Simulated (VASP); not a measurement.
# SrO with r2SCAN: from relaxation to properties

Aim: relax SrO, then compute properties on the relaxed cell. The steps: full relaxation (r2SCAN), density, ELF and potential (r2SCAN), bands along the symmetry lines (r2SCAN), density of states (r2SCAN), independent-particle dielectric function (r2SCAN), band structure (r2SCAN + SOC), band structure (HSE06) and band structure (TB-mBJ). The start is a cell from a database of measured crystal structures.

Program: VASP 6.6.1. Level of theory: r2SCAN; plane waves and PAW (Sr_sv, O), in the first sound run; inputs show where later runs differ. Results are calculated unless marked as measured.

**1. The starting structure**

Before any relaxation, the start is as follows. The structure is cubic, space group Fm-3m (No. 225). The conventional cell has a = 5.161 Å, b = 5.161 Å, c = 5.161 Å, α = 90.00°, β = 90.00°, γ = 90.00°. Sr has 6 O at 2.58 Å nearest. Nearest to O lie 6 Sr at 2.58 Å. Farther neighbours and most contacts between anions are not listed.

**2. Full relaxation (r2SCAN)**

The start need not lie at this functional's minimum. ISIF = 3 frees volume, shape and positions, and EDIFFG sets the threshold on forces and stress at which the search stops. r2SCAN adds the kinetic-energy density, costs more than a GGA and is run with LASPH.

INCAR

```
SYSTEM = SrO
PREC = Accurate
ENCUT = 520
EDIFF = 1E-06
NELM = 100
ISMEAR = 0
SIGMA = 0.05
LREAL = .FALSE.
ALGO = Normal
METAGGA = R2SCAN
LASPH = .TRUE.
NBANDS = 14
LORBIT = 11
LWAVE = .FALSE.
LCHARG = .FALSE.
KPAR = 2
IBRION = 2
NSW = 60
ISIF = 3
EDIFFG = -0.01
```

POSCAR

```
SrO
1.0
    0.0000000000      2.5806600000      2.5806600000
    2.5806600000      0.0000000000      2.5806600000
    2.5806600000      2.5806600000      0.0000000000
Sr O
1 1
Direct
    0.0000000000      0.0000000000      0.0000000000
    0.5000000000      0.5000000000      0.5000000000
```

KPOINTS

```
Automatic mesh
0
Gamma
9 9 9
0 0 0
```

The projector-augmented-wave data sets are Sr_sv and O (PBE family, release 64).

Run with:

```sh
mpirun -np 2 vasp_std
```

The program printed:

```text
[banner, memory and clock lines left out]
running    2 mpi-ranks, on    1 nodes
 distrk:  each k-point on    1 cores,    2 groups
 distr:  one band on    1 cores,    1 groups

 POSCAR found type information on POSCAR SrO
 POSCAR found :  2 types and       2 ions
|                                                                             |
|               ----> ADVICE to this user running VASP <----                  |
|                                                                             |
|     You enforced a specific xc type in the INCAR file but a different       |
|     [... a line on the potential file left out ...]
|     I HOPE YOU KNOW WHAT YOU ARE DOING!                                     |
|                                                                             |

 LDA part: xc-table for (None), standard interpolation
 POSCAR, INCAR and KPOINTS ok, starting setup
 FFT: planning ... GRIDC
 FFT: planning ... GRID_SOFT
 FFT: planning ... GRID
 WAVECAR not read
 entering main loop
       N       E                     dE             d eps       ncg     rms          rms(c)
DAV:   1     0.509485083550E+02    0.50949E+02   -0.86720E+03   980   0.115E+03
DAV:   2    -0.310931036732E+02   -0.82042E+02   -0.74087E+02  1330   0.231E+02
DAV:   3    -0.346439641615E+02   -0.35509E+01   -0.35245E+01  1298   0.439E+01
DAV:   4    -0.347171488163E+02   -0.73185E-01   -0.73139E-01  1158   0.602E+00
DAV:   5    -0.347192797445E+02   -0.21309E-02   -0.21309E-02  1298   0.808E-01    0.157E+01
DAV:   6    -0.269086532876E+02    0.78106E+01   -0.48159E+00  1280   0.180E+01    0.149E+01
DAV:   7    -0.270384051151E+02   -0.12975E+00   -0.23828E-01  1022   0.421E+00    0.843E+00
DAV:   8    -0.270602392752E+02   -0.21834E-01   -0.10833E-01  1016   0.351E+00    0.864E-01
DAV:   9    -0.270553873729E+02    0.48519E-02   -0.23528E-02  1220   0.143E+00    0.261E-01
DAV:  10    -0.270556024330E+02   -0.21506E-03   -0.22494E-03  1062   0.457E-01    0.135E-01
DAV:  11    -0.270558256866E+02   -0.22325E-03   -0.29741E-04  1004   0.186E-01    0.679E-02
DAV:  12    -0.270558211804E+02    0.45062E-05   -0.61949E-05  1116   0.684E-02    0.185E-02
DAV:  13    -0.270558178930E+02    0.32874E-05   -0.12999E-05  1106   0.364E-02    0.776E-03
DAV:  14    -0.270558173405E+02    0.55253E-06   -0.12133E-06   652   0.116E-02
   1 F= -.27055817E+02 E0= -.27055817E+02  d E =-.270558E+02
 curvature:   0.00 expect dE= 0.000E+00 dE for cont linesearch  0.000E+00
 trial: gam= 0.00000 g(F)=  0.150E-61 g(S)=  0.631E-03 ort = 0.000E+00 (trialstep = 0.100E+01)
 search vector abs. value=  0.631E-03
 bond charge predicted
       N       E                     dE             d eps       ncg     rms          rms(c)
DAV:   1    -0.270605641182E+02   -0.47462E-02   -0.10021E-01  1064   0.277E+00    0.703E-01
DAV:   2    -0.270568326442E+02    0.37315E-02   -0.12414E-02  1208   0.953E-01    0.168E-01
DAV:   3    -0.270561283522E+02    0.70429E-03   -0.98258E-04  1588   0.327E-01    0.110E-01
DAV:   4    -0.270559635525E+02    0.16480E-03   -0.70382E-04  1682   0.195E-01    0.776E-02
DAV:   5    -0.270559877701E+02   -0.24218E-04   -0.29972E-05  1418   0.573E-02    0.225E-02
DAV:   6    -0.270559902232E+02   -0.24530E-05   -0.28906E-05  1562   0.375E-02    0.855E-03
DAV:   7    -0.270559888646E+02    0.13586E-05   -0.86319E-07   718   0.102E-02    0.260E-03
DAV:   8    -0.270559890502E+02   -0.18566E-06   -0.68209E-08   514   0.207E-03
   2 F= -.27055989E+02 E0= -.27055989E+02  d E =-.171710E-03
 trial-energy change:   -0.000172  1 .order   -0.000168   -0.000631    0.000296
 step:   0.6810(harm=  0.6810)  dis= 0.00000  next Energy=   -27.056032 (dE=-0.215E-03)
 bond charge predicted
       N       E                     dE             d eps       ncg     rms          rms(c)
DAV:   1    -0.270565013414E+02   -0.51248E-03   -0.10193E-02  1064   0.884E-01    0.229E-01
DAV:   2    -0.270561184823E+02    0.38286E-03   -0.12553E-03  1202   0.304E-01    0.533E-02
DAV:   3    -0.270560416871E+02    0.76795E-04   -0.99986E-05  1596   0.104E-01    0.334E-02
DAV:   4    -0.270560262108E+02    0.15476E-04   -0.71402E-05  1682   0.623E-02    0.236E-02
DAV:   5    -0.270560323675E+02   -0.61567E-05   -0.30770E-06  1268   0.185E-02    0.649E-03
DAV:   6    -0.270560345259E+02   -0.21584E-05   -0.30931E-06  1480   0.124E-02    0.282E-03
DAV:   7    -0.270560349566E+02   -0.43067E-06   -0.91842E-08   514   0.326E-03
   3 F= -.27056035E+02 E0= -.27056035E+02  d E =-.217616E-03
 curvature:  -0.34 expect dE=-0.153E-07 dE for cont linesearch -0.153E-07
 trial: gam=-0.00838 g(F)=  0.120E-60 g(S)=  0.451E-07 ort = 0.533E-05 (trialstep = 0.936E+00)
 search vector abs. value=  0.103E-09
 reached required accuracy - stopping structural energy minimisation
```

Wall time 67 s (2 MPI ranks of Intel Xeon 6975P-C (Granite Rapids), shared host); peak memory 0.32 GiB.

The logs omit lines about the potential files and the build; timing stands in the text.

From OUTCAR (step 2):

```text
ion  position               nearest neighbor table
   1  0.000  0.000  0.000-   2 2.58   2 2.58   2 2.58   2 2.58   2 2.58   2 2.58
   2  0.500  0.500  0.500-   1 2.58   1 2.58   1 2.58   1 2.58   1 2.58   1 2.58

  LATTYP: Found a face centered cubic cell.
 ALAT       =     5.1613200000

 Subroutine GETGRP returns: Found 48 space group operations
 (whereof 48 operations were pure point group operations)

The static configuration has the point symmetry O_h .

 Found     35 irreducible k-points:

   k-points           NKPTS =     35   k-points in BZ     NKDIM =     35   number of bands    NBANDS=     14

   dimension x,y,z NGX =    28 NGY =   28 NGZ =   28
   dimension x,y,z NGXF=    56 NGYF=   56 NGZF=   56

   ENCUT  =  520.0 eV  38.22 Ry    6.18 a.u.   6.79  6.79  6.79*2*pi/ulx,y,z

   NELECT =      16.0000    total number of electrons

 k-points in reciprocal lattice and weights: Automatic mesh
   0.00000000  0.00000000  0.00000000       0.001
   0.11111111  0.00000000  0.00000000       0.011
   0.22222222  0.00000000  0.00000000       0.011
   0.33333333  0.00000000  0.00000000       0.011
   0.44444444  0.00000000  0.00000000       0.011
   0.11111111  0.11111111  0.00000000       0.008
   0.22222222  0.11111111  0.00000000       0.033
   0.33333333  0.11111111  0.00000000       0.033
   0.44444444  0.11111111  0.00000000       0.033
[...]
-0.33333333  0.44444444  0.11111111       0.033
  -0.33333333  0.44444444  0.22222222       0.033

 average (electrostatic) potential at core
       1 -41.1776       2 -74.4218

 E-fermi :   1.4912

 k-point     1 :       0.0000    0.0000    0.0000
  band No.  band energies     occupation
    ...
      4     -13.2999      2.00000
      5     -13.2999      2.00000
      6       1.2688      2.00000
      7       1.2688      2.00000
      8       1.2688      2.00000
      9       5.8103      0.00000
     10       8.0100      0.00000
     11       8.0100      0.00000
     12       8.0100      0.00000
     13      10.2953      0.00000
    ...

 k-point     2 :       0.1111    0.0000    0.0000
  band No.  band energies     occupation
    ...
      4     -13.3087      2.00000
      5     -13.1013      2.00000
      6       0.9260      2.00000
      7       1.1178      2.00000
      8       1.1178      2.00000
      9       6.3566      0.00000
     10       7.8734      0.00000
     11       8.2534      0.00000
     12       8.2534      0.00000
     13      10.6166      0.00000
    ...

 k-point     3 :       0.2222    0.0000    0.0000
  band No.  band energies     occupation
    ...
      4     -13.3309      2.00000
      5     -12.7492      2.00000
      6       0.2301      2.00000
      7       0.7670      2.00000
      8       0.7670      2.00000
      9       7.5935      0.00000
     10       7.8054      0.00000
     11       8.9302      0.00000
     12       8.9302      0.00000
     13      11.4517      0.00000
    ...

  Total        0.0007892      0.0007892      0.0007892     -0.0000000     -0.0000000      0.0000000
  in kB        0.0366180      0.0366180      0.0366180     -0.0000000     -0.0000000      0.0000000
  external PRESSURE =       0.0366180 kB  Pullay stress =       0.0000000 kB

  energy-cutoff  :      520.00
  volume of cell :       34.53
      direct lattice vectors                 reciprocal lattice vectors
     0.000000000  2.584618711  2.584618711    -0.193452132  0.193452132  0.193452132
     2.584618711  0.000000000  2.584618711     0.193452132 -0.193452132  0.193452132
     2.584618711  2.584618711 -0.000000000     0.193452132  0.193452132 -0.193452132

 POSITION                                       TOTAL-FORCE (eV/Angst)
 -----------------------------------------------------------------------------------
      0.00000      0.00000      0.00000         0.000000     -0.000000      0.000000
      2.58462      2.58462      2.58462         0.000000      0.000000     -0.000000
 -----------------------------------------------------------------------------------
    total drift:                                0.000000      0.000000      0.000000

  FREE ENERGIE OF THE ION-ELECTRON SYSTEM (eV)
  ---------------------------------------------------
  free  energy   TOTEN  =       -27.0560349566 eV

  energy  without entropy=      -27.0560349566  energy(sigma->0) =      -27.05603496

 reached required accuracy - stopping structural energy minimisation

 total charge
# of ion       s       p       d       tot
------------------------------------------
    1        2.014   5.900   0.233   8.147
    2        1.554   3.445   0.000   4.999
--------------------------------------------------
tot          3.568   9.344   0.233  13.146

[... 3 further parts left out ...]
```

The gap is read on the k-mesh alone, so it is an upper bound where the band edges lie off the mesh. The PAW data sets were made with PBE, which is usual practice but a small mismatch for other functionals. The run keeps the 48 symmetry operations of its start, so it cannot find a distortion of lower symmetry.

Relaxation path:

```tsv
step	energy less that of the first step (eV)	largest force (eV/Å)	pressure (GPa)	volume (Å³)
1	0.0000	0.0000	0.44	34.37
2	-0.0002	0.0000	-0.20	34.61
3	-0.0002	0.0000	0.00	34.53
```

```tsv
conventional cell, symmetrised	before	after	change
a (Å)	5.161	5.169	+0.2 %
b (Å)	5.161	5.169	+0.2 %
c (Å)	5.161	5.169	+0.2 %
volume (Å³/atom)	17.19	17.27	+0.5 %
```

Final coordinates:

```xyz
2
Lattice="0.0000 2.5846 2.5846 2.5846 0.0000 2.5846 2.5846 2.5846 0.0000" Properties=species:S:1:pos:R:3 pbc="T T T"
Sr    0.0000    0.0000    0.0000
O     2.5846    2.5846    2.5846
```

This step gave:

- electrons: 16
- bands: 14
- irreducible k-points: 35
- symmetry operations: 48
- free energy (TOTEN): -27.06 eV
- Fermi energy: 1.491 eV
- pressure: 0.003662 GPa
- metallic: no
- valence top at k: 0, 0, 0
- conduction bottom at k: 0.4444, 0.4444, 0
- least direct gap at k: 0.4444, 0.4444, 0
- SCF cycles over all ionic steps: 29
- gap on the k-mesh: 3.809 eV
- least direct gap on the k-mesh: 3.912 eV

It ends with forces that vanish by symmetry and a pressure of 0.00 GPa. The volume lies +0.5 % from that of the database's start.

**3. Density, ELF and potential (r2SCAN)**

A single point on the relaxed cell gives a clean self-consistent state, with density, ELF and potential written out.

INCAR, as its differences from that of step 2:

```diff
@@ -14,7 +14,5 @@
 LWAVE = .FALSE.
-LCHARG = .FALSE.
-KPAR = 2
-IBRION = 2
-NSW = 60
-ISIF = 3
-EDIFFG = -0.01
+LCHARG = .TRUE.
+ISIF = 2
+LELF = .TRUE.
+LVHAR = .TRUE.
```

POSCAR

```
SrO
1.0
    0.0000000000      2.5846187114      2.5846187114
    2.5846187114      0.0000000000      2.5846187114
    2.5846187114      2.5846187114      0.0000000000
Sr O
1 1
Direct
    0.0000000000      0.0000000000      0.0000000000
    0.5000000000      0.5000000000      0.5000000000
```

KPOINTS is that of step 2.

Run with:

```sh
mpirun -np 2 vasp_std
```

The program printed:

```text
[banner, memory and clock lines left out]
running    2 mpi-ranks, on    1 nodes
 distrk:  each k-point on    2 cores,    1 groups
 distr:  one band on    1 cores,    2 groups

 POSCAR found type information on POSCAR SrO
 POSCAR found :  2 types and       2 ions
 [... a notice as in an earlier step ...]

 LDA part: xc-table for (None), standard interpolation
 POSCAR, INCAR and KPOINTS ok, starting setup
 FFT: planning ... GRIDC
 FFT: planning ... GRID_SOFT
 FFT: planning ... GRID
 WAVECAR not read
 entering main loop
       N       E                     dE             d eps       ncg     rms          rms(c)
DAV:   1     0.509906930700E+02    0.50991E+02   -0.86525E+03   980   0.114E+03
DAV:   2    -0.311543696095E+02   -0.82145E+02   -0.74727E+02  1346   0.236E+02
DAV:   3    -0.346227823179E+02   -0.34684E+01   -0.34443E+01  1262   0.436E+01
DAV:   4    -0.347148964561E+02   -0.92114E-01   -0.92081E-01  1254   0.639E+00
DAV:   5    -0.347173994240E+02   -0.25030E-02   -0.25029E-02  1228   0.753E-01    0.155E+01
DAV:   6    -0.269081811301E+02    0.78092E+01   -0.48199E+00  1274   0.180E+01    0.148E+01
DAV:   7    -0.270385340597E+02   -0.13035E+00   -0.23673E-01  1022   0.419E+00    0.838E+00
DAV:   8    -0.270606981218E+02   -0.22164E-01   -0.10939E-01  1010   0.353E+00    0.827E-01
DAV:   9    -0.270558043435E+02    0.48938E-02   -0.24244E-02  1226   0.145E+00    0.260E-01
DAV:  10    -0.270559657954E+02   -0.16145E-03   -0.23301E-03  1076   0.467E-01    0.134E-01
DAV:  11    -0.270561882335E+02   -0.22244E-03   -0.30015E-04  1004   0.188E-01    0.668E-02
DAV:  12    -0.270561853867E+02    0.28468E-05   -0.56783E-05  1126   0.653E-02    0.184E-02
DAV:  13    -0.270561819358E+02    0.34509E-05   -0.13259E-05  1100   0.366E-02    0.813E-03
DAV:  14    -0.270561813575E+02    0.57832E-06   -0.12163E-06   650   0.116E-02
   1 F= -.27056181E+02 E0= -.27056181E+02  d E =-.303825E-12
```

The job ended after 29 s (2 MPI ranks; peak memory 0.28 GiB; 56 s of CPU time).

OUTCAR, selected parts (step 3):

```text
  LATTYP: Found a face centered cubic cell.
 ALAT       =     5.1692374228

The static configuration has the point symmetry O_h .

 Found     35 irreducible k-points:

   ENCUT  =  520.0 eV  38.22 Ry    6.18 a.u.   6.80  6.80  6.80*2*pi/ulx,y,z

   NELECT =      16.0000    total number of electrons

 E-fermi :   1.4912

 k-point     1 :       0.0000    0.0000    0.0000
  band No.  band energies     occupation
    ...
      4     -13.2999      2.00000
      5     -13.2999      2.00000
      6       1.2689      2.00000
      7       1.2689      2.00000
      8       1.2689      2.00000
      9       5.8103      0.00000
     10       8.0100      0.00000
     11       8.0100      0.00000
     12       8.0100      0.00000
     13      10.2952      0.00000
    ...

 k-point     2 :       0.1111    0.0000    0.0000
  band No.  band energies     occupation
    ...
      4     -13.3087      2.00000
      5     -13.1013      2.00000
      6       0.9261      2.00000
      7       1.1179      2.00000
      8       1.1179      2.00000
      9       6.3566      0.00000
     10       7.8734      0.00000
     11       8.2533      0.00000
     12       8.2533      0.00000
     13      10.6166      0.00000
    ...

  Total        0.0002172      0.0002172      0.0002172     -0.0000000      0.0000000     -0.0000000
  in kB        0.0100770      0.0100770      0.0100770     -0.0000000      0.0000000     -0.0000000
  external PRESSURE =       0.0100770 kB  Pullay stress =       0.0000000 kB

  energy-cutoff  :      520.00
  volume of cell :       34.53
      direct lattice vectors                 reciprocal lattice vectors
     0.000000000  2.584618711  2.584618711    -0.193452132  0.193452132  0.193452132
     2.584618711  0.000000000  2.584618711     0.193452132 -0.193452132  0.193452132
     2.584618711  2.584618711  0.000000000     0.193452132  0.193452132 -0.193452132

 POSITION                                       TOTAL-FORCE (eV/Angst)
 -----------------------------------------------------------------------------------
      0.00000      0.00000      0.00000         0.000000     -0.000000     -0.000000
      2.58462      2.58462      2.58462        -0.000000      0.000000      0.000000
 -----------------------------------------------------------------------------------
    total drift:                                0.000000      0.000000      0.000000

  FREE ENERGIE OF THE ION-ELECTRON SYSTEM (eV)
  ---------------------------------------------------
  free  energy   TOTEN  =       -27.0561813575 eV

  energy  without entropy=      -27.0561813575  energy(sigma->0) =      -27.05618136

[... 6 parts as in an earlier step ...]

[... 5 further parts left out ...]
```

This step gave:

* SCF cycles: 14
* pressure: 0.001008 GPa

Valence electrons inside each PAW sphere by angular momentum. Sphere charges, by row:

```tsv
atom	s (e)	p (e)	d (e)	tot (e)
Sr1	2.014	5.9	0.233	8.147
O2	1.554	3.445	0	4.999
```

ELF in the ac plane of the conventional cell at fractional y = 0.000, with atoms of Sr and O within 0.2 Å of it. It is the smooth field of the valence electrons, not physical close to the nuclei.

Ten even steps from '_' (0.03) to '@' (0.80), each cell a mean:
```
##@@%%::++@@%%%%@@%%..++@@%%
@@@@**__==%%@@@@@@**..--%%@@
**==..__..==++++==::____--++
....________::::..______....
%%##==__..**%%@@##--__::**%%
@@@@##..==@@@@@@@@##..==@@@@
**@@%%..**@@##**@@@@::++@@%%
%%@@%%..++@@%%##@@%%::++@@%%
@@@@**..--%%@@@@@@**__==%%@@
++==::____--++**==..__..==++
::..______........________::
@@##--__::**%%%%##==__..**%%
@@@@##..==@@@@@@@@##..==@@@@
**@@@@::++@@%%**@@%%..**@@##
```
Columns run along a (5.2 Å), rows up along c (5.2 Å), edges of the conventional cell, whose origin can differ from the input's. Atoms in or near the plane, at fractional coordinates: Sr at (0.00, 0.00), Sr at (0.50, 0.50), O at (0.50, 0.00), O at (0.00, 0.50).

Electrostatic potential energy in the ac plane of the conventional cell at fractional y = 0.000, with atoms of Sr and O within 0.2 Å of it. With pseudopotentials it is smooth inside the atoms' cores, unlike the true potential.

Ten even steps from '_' (-46 eV) to '@' (4 eV), each cell a mean:
```
==++##%%@@##..__==@@@@##**==
****##@@@@@@##**@@@@@@%%##**
##%%%%@@@@@@@@@@@@@@@@@@%%##
@@@@@@@@@@@@%%%%@@@@@@@@@@@@
@@@@@@@@%%####**##%%@@@@@@@@
--##@@@@%%**++++**##@@@@@@==
__--@@@@##**==--++**%%@@**__
__==@@@@##**====++##%%@@##..
**@@@@@@%%##******##@@@@@@##
@@@@@@@@@@%%####%%%%@@@@@@@@
%%@@@@@@@@@@@@@@@@@@@@@@@@%%
**##%%@@@@@@@@@@@@@@@@%%####
++**##@@@@@@==--##@@@@%%**++
--++**%%@@**____--@@@@##**==
```
Columns run along a (5.2 Å; values clipped at the 3rd and 97th percentile), rows up along c (5.2 Å), edges of the conventional cell, whose origin can differ from the input's. Atoms in or near the plane, at fractional coordinates: Sr at (0.00, 0.00), Sr at (0.50, 0.50), O at (0.50, 0.00), O at (0.00, 0.50).

Valence density in the ac plane of the conventional cell at fractional y = 0.000, with atoms of Sr and O within 0.2 Å of it. It is the smooth field of the valence electrons, not physical close to the nuclei.

Ten even steps from '0' (0.1 e/Å³) to '9' (6.9 e/Å³), each cell a mean:
```
43100168300024
21000012100012
00000000000000
00000000000000
00000011000000
42000133200013
94000244310028
83000244310016
21000122100001
00000000000000
00000000000000
10000000000001
32000134200013
43100289400024
```
Columns run along a (5.2 Å), rows up along c (5.2 Å), edges of the conventional cell, whose origin can differ from the input's. Atoms in or near the plane, at fractional coordinates: Sr at (0.00, 0.00), Sr at (0.50, 0.50), O at (0.50, 0.00), O at (0.00, 0.50).

In this run the pressure is 0.00 GPa, small enough to go on.

(Part 1 of 4 ends here.)

[Lines on the potential files, build, host, timing and source positions are cut from VASP's logs without a mark.]

[Logs are printed without paths, hosts, clocks, repeated set-up lines and the standing remarks that a program may print on its own settings, such as how far it seeks lower states.]

[Hosts, paths, dates, database ids (printed as entryN), source tags and the programs' standing remarks are cut or masked in the printed files.]

[A measured line is paired with the nearest computed mode of its activity, which favours agreement.]
